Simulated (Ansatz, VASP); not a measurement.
# GaSiAs: VASP beside Ansatz

Wanted: the spread between two codes on one cell, functional and k mesh. The cell is generated by rule, not measured, and may not be a known phase. The structure shown is the end of the Ansatz relaxation below.

Main program and level: Ansatz 0.2.0; plane waves, with VASP 6.6.1 beside it; single point at PBEsol.

The structure was built from a prototype and need not be the compound's stable phase.

**1. Set-up**

The structure is orthorhombic, space group Imm2 (No. 44). The conventional cell has a = 3.939 Å, b = 3.977 Å, c = 16.706 Å, α = 90.00°, β = 90.00°, γ = 90.00°. Nearest to As lie 4 Ga at 2.43 to 2.46 Å. As has 2 Si at 2.44 Å and 2 Ga at 2.45 Å nearest. Nearest to Ga lie 2 Si at 2.38 Å and 2 As at 2.46 Å. Ga has 4 As at 2.43 to 2.45 Å nearest. Si has 2 Si at 2.36 Å and 2 As at 2.44 Å nearest. Nearest to Si lie 2 Si at 2.36 Å and 2 Ga at 2.38 Å. Farther neighbours are not listed.

**2. Ansatz: relaxation, PBEsol**

Ansatz runs on its default PAW (the set named soft_2) files.

This run makes the geometry at which the two programs are then compared.

Input file input.yaml:

```yaml
crystal:
  lattice:
    - [2.78833, 2.78833, 0.0]
    - [-2.78833, 2.78833, 0.0]
    - [2.78833, 0.0, 8.365]
  atoms:
    - { symbol: As, position: [0.416667, 0.083333, 0.166667] }
    - { symbol: As, position: [0.75, 0.75, 0.5] }
    - { symbol: Ga, position: [0.0, 0.0, 0.0] }
    - { symbol: Ga, position: [0.333333, 0.666667, 0.333333] }
    - { symbol: Si, position: [0.666667, 0.333333, 0.666667] }
    - { symbol: Si, position: [0.083333, 0.416667, 0.833333] }
kpoints:
  mp_grid: { grid: [6, 6, 6] }
hamiltonian:
  xc: pbesol
scf:
  occupations: { method: gaussian, width: 0.1 }
output:
  forces: true
  stress: true
  eigenvalues: true
relax:
  adjacent_minimum: "off"
  f_tol: 0.05
  max_steps: 80
  cell: { stress_tol: 0.5 }
```

On the command line:

```console
> ansatz run input.yaml --threads 8 --pin off --max-ram 14336MiB --backend cpu --events-out ev --progress --plain --runs-dir out
```

Numbers of over 12 decimals in the logs are rounded to 6 here.

What it wrote:

```text
Warning: the atoms were moved onto the symmetric positions of the space group found under crystal.symmetry.tolerance 1.0e-5 (fractional; no operation is sought that the atoms, as they stand in a round, miss by more than twice it, and no atom is moved by as much as it), and the run uses the moved positions. Before a round's move an operation carried an atom to 5.58e-6 Å from where it should land, the largest such dist [...]
The last accepted step is kept in <dir> (removed where the run ends without a failure and the disk answers)
Engine: ansatz 0.2.0, x86_64-unknown-linux-gnu
Pseudopotentials: kind: paw
Pseudopotential: As, paw, valence charge 15, recommended cutoff 420 eV (normal), As.paw.azcp
Pseudopotential: Ga, paw, valence charge 13, recommended cutoff 420 eV (normal), Ga.paw.azcp
Pseudopotential: Si, paw, valence charge 4, recommended cutoff 420 eV (normal), Si.paw.azcp
Functional definition: PBEsol
  exchange = pbesol_x
  correlation = pbesol_c
Crystal: 6 atoms, lattice volume = 130.072 Å³
Basis set: ecut = 420 eV, 2543 PW (Γ), exchange–correlation on 54×54×120 points (8 copies of the dense FFT grid, shifted against one another)
Bands: 39, of which v1, the nominal top of the filled ones, is band 32 counted from 1 (31 counted from 0)
Symmetry: 4 space group operations
Space group: Imm2 (ITA 44), of the structure as read, at distance tolerance 5.1e-5 Å
k-points: 46 of 216 (time reversal used)
Non-local potential: As, projectors of the file, l = 0: 2, l = 1: 2, l = 2: 3, l = 3: 1
Non-local potential: Ga, projectors of the file, l = 0: 2, l = 1: 2, l = 2: 3, l = 3: 1
Non-local potential: Si, projectors of the file, l = 0: 2, l = 1: 2, l = 2: 2
PAW form: soft (Blöchl's): semilocal exchange-correlation on the pseudo side does not see the compensation charge
PAW frozen core: As, regenerated for the run's functional, and the local potential with it (the file was generated under x = pbe(κ = 0.804, μ = 0.219515), c = pbe(β = 0.066725))
PAW frozen core: Ga, regenerated for the run's functional, and the local potential with it (the file was generated under x = pbe(κ = 0.804, μ = 0.219515), c = pbe(β = 0.066725))
PAW frozen core: Si, regenerated for the run's functional, and the local potential with it (the file was generated under x = pbe(κ = 0.804, μ = 0.219515), c = pbe(β = 0.066725))
PAW one-centre angular grid: As, 590 points (default); XC on 64 Gauss nodes
PAW one-centre angular grid: Ga, 590 points (default); XC on 64 Gauss nodes
PAW one-centre angular grid: Si, 110 points (default); XC on 64 Gauss nodes
Initial density: superposition of atomic densities (neutral atoms: chi_scale 0, normalization atom), corrected by the library's trained network
Initial wavefunctions: pseudopotential atomic-orbital guess
Functional: x = pbesol(κ = 0.804, μ = 0.123457), c = pbesol(β = 0.046)
SCF iter   1: F=—  HF=-18356.100517 eV  |F-HF|=—  |Δ(HF+E_count)|=         —  Δρ=3.25e-3  dr2=3.10e-2  ethr=1.77e-3  ⟨swp⟩=6.6  Hψ=7305  notcnv=0
preconditioner: auto → LDOS  [metal: Δε(μ)=0.100 eV  Ē_g=12.781 eV  σ=0.100 eV  W_gap=0.49  n_scr=34 (ndim 8)  ℏωp=21.6 eV  f_vac=0.021  D(μ)=0.43/eV (n_scr^D=2)  β→1.0]
SCF iter   2: F=—  HF=-18356.097090 eV  |F-HF|=—  |Δ(HF+E_count)|=   3.43e-3  Δρ=2.13e-3  dr2=3.01e-2  ethr=4.85e-5  ⟨swp⟩=2.2  Hψ=3643  notcnv=0  defer=91
SCF iter   3: F=—  HF=-18356.090032 eV  |F-HF|=—  |Δ(HF+E_count)|=   7.06e-3  Δρ=4.54e-4  dr2=1.38e-3  ethr=4.70e-5  ⟨swp⟩=2.4  Hψ=2624  notcnv=0  defer=91
SCF iter   4: F=—  HF=-18356.089761 eV  |F-HF|=—  |Δ(HF+E_count)|=   2.71e-4  Δρ=1.39e-4  dr2=6.34e-5  ethr=2.15e-6  ⟨swp⟩=2.2  Hψ=2717  notcnv=0  defer=91
SCF iter   5: F=—  HF=-18356.089713 eV  |F-HF|=—  |Δ(HF+E_count)|=   4.79e-5  Δρ=4.11e-5  dr2=2.65e-6  ethr=9.91e-8  ⟨swp⟩=2.0  Hψ=3033  notcnv=0  defer=18
SCF iter   6: F=—  HF=-18356.089713 eV  |F-HF|=—  |Δ(HF+E_count)|=   2.68e-7  Δρ=1.21e-5  dr2=3.25e-7  ethr=4.15e-9  ⟨swp⟩=2.0  Hψ=3001  notcnv=0  defer=18
SCF iter   7: F=-18356.089713 eV  HF=-18356.089713 eV  |F-HF|=6.20e-8  |Δ(HF+E_count)|=   7.22e-8  Δρ=4.74e-6  dr2=7.91e-8  ethr=1.56e-10  ⟨swp⟩=9.6  Hψ=8264  notcnv=0
[...]
SCF iter   4: F=—  HF=-18356.180672 eV  |F-HF|=—  |Δ(HF+E_count)|=   1.61e-6  Δρ=2.53e-4  dr2=1.70e-4  ethr=6.39e-7  ⟨swp⟩=2.0  Hψ=3030  notcnv=0
SCF iter   5: F=—  HF=-18356.180596 eV  |F-HF|=—  |Δ(HF+E_count)|=   7.60e-5  Δρ=8.50e-5  dr2=6.63e-5  ethr=2.66e-7  ⟨swp⟩=2.0  Hψ=2996  notcnv=0
SCF iter   6: F=—  HF=-18356.180596 eV  |F-HF|=—  |Δ(HF+E_count)|=   2.57e-7  Δρ=4.72e-5  dr2=1.34e-5  ethr=1.04e-7  ⟨swp⟩=2.0  Hψ=3037  notcnv=0
SCF iter   7: F=—  HF=-18356.180591 eV  |F-HF|=—  |Δ(HF+E_count)|=   5.01e-6  Δρ=2.87e-5  dr2=3.71e-6  ethr=2.09e-8  ⟨swp⟩=2.0  Hψ=3034  notcnv=0
SCF iter   8: F=-18356.180590 eV  HF=-18356.180590 eV  |F-HF|=1.34e-7  |Δ(HF+E_count)|=   6.05e-7  Δρ=1.01e-5  dr2=2.82e-7  ethr=9.37e-10  ⟨swp⟩=4.0  Hψ=8335  notcnv=0
SCF 2 converged in 8 iterations: F = -18356.180590 eV  dr2 = 2.82e-7
relax step   2: F+E_penalty+E_count = -18356.18059033 eV  Δ(F+E_penalty+E_count) = -9.088e-2 eV  max|allowed force component| = 1.389e-1 eV/Å  Δτ_max = 0.0914 Å  P = +0.024 GPa  Ω = 130.775 Å³  energy of the carried Pulay correction = -1.263e-4 eV  (8 SCF iters, dr2 threshold 6.00e-7 eV, accepted)
[...]
relax step   3: F+E_penalty+E_count = -18356.18264003 eV  Δ(F+E_penalty+E_count) = -2.050e-3 eV  max|allowed force component| = 1.722e-2 eV/Å  Δτ_max = 0.0112 Å  P = -0.015 GPa  Ω = 130.832 Å³  energy of the carried Pulay correction = -1.365e-4 eV  (6 SCF iters, dr2 threshold 6.00e-7 eV, accepted)
[...]
relax step   4: F+E_penalty+E_count = -18356.18277008 eV  Δ(F+E_penalty+E_count) = -1.301e-4 eV  max|allowed force component| = 1.720e-2 eV/Å  Δτ_max = 0.0000 Å  P = -0.013 GPa  Ω = 130.832 Å³  stress off target by 1.63e-1 GPa  SCF on the basis re-selected at this cell (its energy is not comparable with the rows above)  (6 SCF iters)
basis re-selected at this cell: Δ(F+E_penalty+E_count) = -1.301e-4 eV, ΔP = +0.001 GPa vs the last step (what re-selecting the basis moved, of the pressure what is left beyond the Pulay correction that the steps carried, after the strain that the cell walked since its last selection, with what the two solves' SCF thresholds leave and, on support functions, any second-order correction that the steps lacked; it is no m [...]
SCF converged after 6 iterations
Free energy (F): -18356.182770 eV
Harris-Foulkes:  -18356.182770 eV  (|F-HF|=7.28e-10)
Internal energy: -18356.181297 eV  (E = F + TS)
E sigma→0 (E₀):  -18356.182034 eV
Entropy (-TS):   -0.001473 eV (-0.245 meV/atom)
Fermi energy:    7.773961 eV
--- Per-component energies (eV) ---
  E_band       = -647.691627
  E_kinetic    = 518.823882
  E_local      = -9287.913787  (includes V_loc(G=0)·N_el)
  E_nonlocal   = -433.905493
  E_hartree    = 4643.629981
  E_xc         = -403.909770
  E_vxc        = -368.570576  (∫ρ·V_xc dr)
  E_paw        = -8481.687213  (= ΣΔE_a)
  E_vpaw       = -363.386104  (= ΣTr[D̂ρ^β])
  E_aug_tail   = -0.000205  (compensation charges beyond the density's cutoff)
  E_ewald      = -4914.940626
  E_core_change = 3.721934  (= ΣΔE_core)
  E_smearing   = -0.001473  (= −TS)
  E_closure    = 0.000000  (closes the sum)
  Σ components = -18356.182770   (vs F -18356.182770, Δ=0.00e0)
--- Forces (eV/Å), atoms counted from 1 ---
  atom   1  As    -0.00000000     0.00000000     0.01719950
  atom   2  As     0.00000000     0.00000000    -0.00158295
  atom   3  Ga     0.00000000    -0.00000000    -0.01619575
  atom   4  Ga    -0.00000000     0.00000000    -0.00159523
  atom   5  Si     0.00000000    -0.00000000    -0.01021981
  atom   6  Si     0.00000000     0.00000000     0.01238662
  max |Σ_I F_I| component: 7.62e-6 eV/Å
--- Stress (GPa, compression-positive) ---
       -0.002049       0.161107       0.000000
        0.161107      -0.002049      -0.000000
        0.000000      -0.000000      -0.036030
  P = ⅓ Tr σ = -0.0134 GPa (-0.134 kbar)
--- Band table (eV; the first three rows and the last of 46) ---
  k-point 0: bands = [... 28 lower, 5.4646, 7.3976, 7.4977, 7.7913, 7.8347, 8.4268, 9.1155, 9.8797, ... 3 higher]
  k-point 1: bands = [... 28 lower, 5.6161, 6.8241, 7.3268, 7.6104, 8.0137, 8.4441, 9.3264, 9.8301, ... 3 higher]
  k-point 2: bands = [... 28 lower, 5.9380, 5.9673, 6.9290, 7.2524, 8.0601, 8.4954, 9.3890, 10.0793, ... 3 higher]
  k-point 45: bands = [... 28 lower, 4.0838, 4.3912, 4.9284, 4.9394, 8.6010, 8.9522, 9.5763, 9.6632, ... 3 higher]
--- Relaxed structure (3 steps of the walk, 3 accepted, 1 SCFs on fresh bases) ---
  F+E_penalty+E_count = -18356.18277008 eV   max|allowed force component| = 1.720e-2 eV/Å   (the final SCF, on the basis selected at the relaxed cell)
  cell:  # Å, volume = 130.8318 Å³
    - [2.785173, 2.785173, 0]
    - [-2.811891, 2.811891, 0]
    - [2.798532, -0.013359, 8.352812]
  atoms:
    - { symbol: As, position: [0.417705, 0.082295, 0.164590] }
    - { symbol: As, position: [0.746629, 0.753371, 0.506743] }
    - { symbol: Ga, position: [0.00544736, -0.00544736, -0.010895] }
    - { symbol: Ga, position: [0.334331, 0.665669, 0.331337] }
    - { symbol: Si, position: [0.661679, 0.338321, 0.676643] }
    - { symbol: Si, position: [0.084209, 0.415791, 0.831582] }
```

In the SCF lines HF is the Harris–Foulkes energy and dr2 the Hartree energy of the density residual, in eV; the loop may stop once dr2 is under the threshold and the program's other checks hold. Hψ counts applications of the Hamiltonian.

**3. VASP: single point, PBEsol**

The same cell, functional, mesh and smearing now go to VASP, with its own data sets and cutoff.

Lines of VASP's logs that name or quote its potential files are left out, and so is its time.

Input file INCAR:

```
SYSTEM = GaSiAs
PREC = Accurate
ENCUT = 400
EDIFF = 1E-06
NELM = 100
ISMEAR = 0
SIGMA = 0.1
LREAL = .FALSE.
ALGO = Normal
GGA = PS
NBANDS = 28
LORBIT = 11
LWAVE = .FALSE.
LCHARG = .FALSE.
KPAR = 2
ISIF = 2
```

Input file POSCAR:

```
GaSiAs
1.0
    2.7851728275      2.7851728275      0.0000000000
   -2.8118906291      2.8118906291      0.0000000000
    2.7985317283     -0.0133589008      8.3528116179
As Ga Si
2 2 2
Direct
    0.4177048056      0.0822951944      0.1645903888
    0.7466285964      0.7533714036      0.5067428072
    0.0054473625      0.9945526375      0.9891052751
    0.3343314261      0.6656685739      0.3313371478
    0.6616786151      0.3383213849      0.6766427698
    0.0842091944      0.4157908056      0.8315816113
```

Input file KPOINTS:

```
Automatic mesh
0
Gamma
6 6 6
0 0 0
```

Potentials, in the order of the species: As, Ga_d and Si (PBE family, release 64).

On the command line:

```console
> mpirun -np 2 vasp_std
```

What it wrote:

```text
[banner, memory and clock lines left out]
running    2 mpi-ranks, on    1 nodes
 distrk:  each k-point on    1 cores,    2 groups
 distr:  one band on    1 cores,    1 groups

 POSCAR found type information on POSCAR AsGaSi
 POSCAR found :  3 types and       6 ions
|                                                                             |
|               ----> ADVICE to this user running VASP <----                  |
|                                                                             |
|     You enforced a specific xc type in the INCAR file but a different       |
|     [... a line on the potential file left out ...]
|     I HOPE YOU KNOW WHAT YOU ARE DOING!                                     |
|                                                                             |

 LDA part: xc-table for (Slater+PW92), standard interpolation
 POSCAR, INCAR and KPOINTS ok, starting setup
 FFT: planning ... GRIDC
 FFT: planning ... GRID_SOFT
 FFT: planning ... GRID
 WAVECAR not read
 entering main loop
       N       E                     dE             d eps       ncg     rms          rms(c)
DAV:   1     0.266365854883E+03    0.26637E+03   -0.17442E+04  2604   0.167E+03
DAV:   2     0.275326950197E+01   -0.26361E+03   -0.25590E+03  2848   0.394E+02
DAV:   3    -0.284899021696E+02   -0.31243E+02   -0.30289E+02  3044   0.118E+02
DAV:   4    -0.298178956110E+02   -0.13280E+01   -0.13192E+01  3316   0.242E+01
DAV:   5    -0.298437181268E+02   -0.25823E-01   -0.25790E-01  3236   0.331E+00    0.634E+00
DAV:   6    -0.292863243485E+02    0.55739E+00   -0.78341E-01  3756   0.128E+01    0.366E+00
DAV:   7    -0.291584066643E+02    0.12792E+00   -0.64362E-01  3204   0.513E+00    0.847E-01
DAV:   8    -0.291535355167E+02    0.48711E-02   -0.12401E-01  3224   0.366E+00    0.357E-01
DAV:   9    -0.291536209632E+02   -0.85447E-04   -0.10620E-02  3380   0.124E+00    0.135E-01
DAV:  10    -0.291537720896E+02   -0.15113E-03   -0.12559E-03  2944   0.275E-01    0.661E-02
DAV:  11    -0.291538609592E+02   -0.88870E-04   -0.24524E-04  3656   0.109E-01    0.222E-02
DAV:  12    -0.291538533809E+02    0.75783E-05   -0.41418E-05  3036   0.488E-02    0.121E-02
DAV:  13    -0.291538557061E+02   -0.23253E-05   -0.78424E-06  2616   0.141E-02    0.635E-03
DAV:  14    -0.291538557913E+02   -0.85135E-07   -0.81876E-07  1880   0.994E-03
   1 F= -.29153856E+02 E0= -.29153124E+02  d E =-.146310E-02
```

[end of part 1 of 2]

[Lines on the potential files, build, host, timing and source positions are cut from VASP's logs without a mark.]

[Logs are printed without paths, hosts, clocks, repeated set-up lines and the standing remarks that a program may print on its own settings, such as how far it seeks lower states.]

[Hosts, paths, dates, database ids (printed as entryN), source tags and the programs' standing remarks are cut or masked in the printed files.]
